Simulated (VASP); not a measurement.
Calculation: PBE GGA, VASP's PBE PAW potentials (set 64) (plane waves; VASP 6.6.1).

VASP ran on this input.

### INCAR
```
NELM = 100   ! most electronic steps
PREC = Accurate
SYSTEM = MgI2
LMAXMIX = 4
GGA = PE
LWAVE = .FALSE.
LCHARG = .FALSE.
LREAL = .FALSE.
ENCUT = 480   ! plane-wave cut-off (eV)
ISMEAR = 0   ! Gaussian
LASPH = .TRUE.
SIGMA = 0.05
ISIF = 2   ! forces and stress, cell fixed
ALGO = Normal
EDIFF = 1E-7   ! SCF stop (eV)
```

### KPOINTS
```
Automatic mesh
0
Gamma
6 6 4
0 0 0
```

**POSCAR**
```
MgI2
1
    2.1041397787    -3.6444765601     0.0000000000
    2.1041397787     3.6444765601    -0.0000000000
    0.0000000000    -0.0000000000     7.5570257345
Mg I
1 2
Direct
  0.0000000000   0.0000000000   0.0000000000
  0.3333330000   0.6666670000   0.2209605370
  0.6666670000   0.3333330000   0.7790394630
```

POTCAR, in this order: Mg I (PBE.64 set). Program: vasp_std.

What VASP printed:

**OUTCAR**
```
 ion  position               nearest neighbor table
   1  0.000  0.000  0.000-   2 2.95   3 2.95   3 2.95   2 2.95   3 2.95   2 2.95
   2  0.333  0.667  0.221-   1 2.95   1 2.95   1 2.95
   3  0.667  0.333  0.779-   1 2.95   1 2.95   1 2.95
  LATTYP: Found a hexagonal cell.
 ALAT       =     4.2082791739
 C/A-ratio  =     1.7957519980
 Subroutine PRICEL returns:
 Original cell was already a primitive cell.
 Subroutine GETGRP returns: Found 12 space group operations
The static configuration has the point symmetry D_3d.
The dynamic configuration has the point symmetry D_3d.
 Subroutine INISYM returns: Found 12 space group operations
 Subroutine IBZKPT returns following result:
 Found     24 irreducible k-points:

 Following reciprocal coordinates:
            Coordinates               Weight
  0.000000  0.000000  0.000000      1.000000
  0.166667  0.000000  0.000000      6.000000
  0.333333  0.000000  0.000000      6.000000
  0.500000  0.000000  0.000000      3.000000
  0.166667  0.166667  0.000000      6.000000
  0.333333  0.166667  0.000000     12.000000
  0.333333  0.333333  0.000000      2.000000
  0.000000  0.000000  0.250000      2.000000
  0.166667  0.000000  0.250000      6.000000
  0.000000  0.166667  0.250000      6.000000
  0.333333  0.000000  0.250000      6.000000
  0.000000  0.333333  0.250000      6.000000
  0.500000  0.000000  0.250000      6.000000
  0.166667  0.166667  0.250000     12.000000
  0.333333  0.166667  0.250000     12.000000
 -0.166667  0.500000  0.250000     12.000000
  0.333333  0.333333  0.250000      4.000000
  0.000000  0.000000  0.500000      1.000000
  0.166667  0.000000  0.500000      6.000000
  0.333333  0.000000  0.500000      6.000000
  0.500000  0.000000  0.500000      3.000000
  0.166667  0.166667  0.500000      6.000000
  0.333333  0.166667  0.500000     12.000000
  0.333333  0.333333  0.500000      2.000000
   k-points           NKPTS =     24   k-points in BZ     NKDIM =     24   number of bands    NBANDS=     12
   number of dos      NEDOS =    301   number of ions     NIONS =      3
   total plane-waves  NPLWV =  48600
   dimension x,y,z NGX =    30 NGY =   30 NGZ =   54
   dimension x,y,z NGXF=    60 NGYF=   60 NGZF=  108
   ions per type =               1   2
   PREC   = accura    normal or accurate (medium, high low for compatibility)
   ISTART =      0    job   : 0-new  1-cont  2-samecut
   ICHARG =      2    charge: 1-file 2-atom 10-const
   ISPIN  =      1    spin polarized calculation?
   LNONCOLLINEAR =      F non collinear calculations
   LSORBIT =      F    spin-orbit coupling
   INIWAV =      1    electr: 0-lowe 1-rand  2-diag
   ENCUT  =  480.0 eV  35.28 Ry    5.94 a.u.   7.52  7.52 13.50*2*pi/ulx,y,z
   NELM   =    100;   NELMIN=  2; NELMDL= -5     # of ELM steps
   EDIFF  = 0.1E-06   stopping-criterion for ELM
   LREAL  =      F    real-space projection
   NLSPLINE    = F    spline interpolate recip. space projectors
   LMAXMIX     =    4 max onsite mixed and CHGCAR
   VOSKOWN=      0    Vosko Wilk Nusair interpolation
   EDIFFG = 0.1E-05   stopping-criterion for IOM
   NSW    =      0    number of steps for IOM
   NBLOCK =      1;   KBLOCK =      1    inner block; outer block
   IBRION =     -1    ionic relax: 0-MD 1-quasi-New 2-CG
   NFREE  =      0    steps in history (QN), initial steepest desc. (CG)
   ISIF   =      2    stress and relaxation
   ISYM   =      2    0-nonsym 1-usesym 2-fastsym
   TEIN   =    0.0    initial temperature
   TEBEG  =    0.0;   TEEND  =   0.0 temperature during run
   SMASS  =  -3.00    Nose mass-parameter (am)
   PSTRESS=    0.0 pullay stress
   NELECT =      16.0000    total number of electrons
   EFERMI =   0.00;   METHOD = LEGACY
...
```

### OSZICAR
```
       N       E                     dE             d eps       ncg     rms          rms(c)
DAV:   1     0.795898322976E+02    0.79590E+02   -0.54957E+03   576   0.961E+02
DAV:   2    -0.142491932800E+01   -0.81015E+02   -0.74812E+02   860   0.150E+02
DAV:   3    -0.777095237385E+01   -0.63460E+01   -0.63211E+01   736   0.496E+01
DAV:   4    -0.790593989675E+01   -0.13499E+00   -0.13495E+00   804   0.889E+00
DAV:   5    -0.790757643938E+01   -0.16365E-02   -0.16365E-02   732   0.982E-01    0.377E+00
DAV:   6    -0.776644325578E+01    0.14113E+00   -0.16714E-01   640   0.222E+00    0.263E+00
DAV:   7    -0.773927449362E+01    0.27169E-01   -0.15264E-01   668   0.217E+00    0.756E-01
DAV:   8    -0.773740851644E+01    0.18660E-02   -0.10885E-02   636   0.630E-01    0.237E-01
DAV:   9    -0.773755257382E+01   -0.14406E-03   -0.10482E-03   732   0.237E-01    0.938E-02
DAV:  10    -0.773754071031E+01    0.11864E-04   -0.30634E-05   676   0.471E-02    0.465E-02
DAV:  11    -0.773754463686E+01   -0.39266E-05   -0.15764E-05   684   0.305E-02    0.277E-02
DAV:  12    -0.773754546758E+01   -0.83072E-06   -0.10670E-06   736   0.709E-03    0.123E-02
DAV:  13    -0.773754547842E+01   -0.10836E-07   -0.36871E-08   512   0.150E-03
   1 F= -.77375455E+01 E0= -.77375455E+01  d E =-.181948E-11
```

File OUTCAR:
```
------------------------ aborting loop because EDIFF is reached ----------------------------------------
  FORCE on cell =-STRESS in cart. coord.  units (eV):
  Direction    XX          YY          ZZ          XY          YZ          ZX
  --------------------------------------------------------------------------------------
  Total       -0.0182524     -0.0182524      0.0560659      0.0000000     -0.0000000     -0.0000000
  in kB       -0.2523131     -0.2523130      0.7750300      0.0000000     -0.0000000     -0.0000000
  external PRESSURE =       0.0901346 kB  Pullay stress =       0.0000000 kB
  volume of cell :      115.90
      direct lattice vectors                 reciprocal lattice vectors
     2.104139779 -3.644476560  0.000000000     0.237626799 -0.137193913  0.000000000
     2.104139779  3.644476560  0.000000000     0.237626799  0.137193913  0.000000000
     0.000000000  0.000000000  7.557025734     0.000000000  0.000000000  0.132327193
 POSITION                                       TOTAL-FORCE (eV/Angst)
 -----------------------------------------------------------------------------------
      0.00000      0.00000      0.00000         0.000000     -0.000000      0.000000
      2.10414      1.21483      1.66980         0.000000      0.000000     -0.004884
      2.10414     -1.21483      5.88722        -0.000000     -0.000000      0.004884
 -----------------------------------------------------------------------------------
    total drift:                                0.000000     -0.000000      0.000000
  FREE ENERGIE OF THE ION-ELECTRON SYSTEM (eV)
  ---------------------------------------------------
  free  energy   TOTEN  =        -7.7375454784 eV

  energy  without entropy=       -7.7375454784  energy(sigma->0) =       -7.73754548
```
(Selected blocks of OUTCAR.)

Without a dispersion term in the relaxation, distances and binding between the weakly bound layers, chains or molecules are unreliable, and so is what depends on them.

The compound is MgI2 in the 1T layered structure. It was relaxed first, which changed the volume by +13 %.
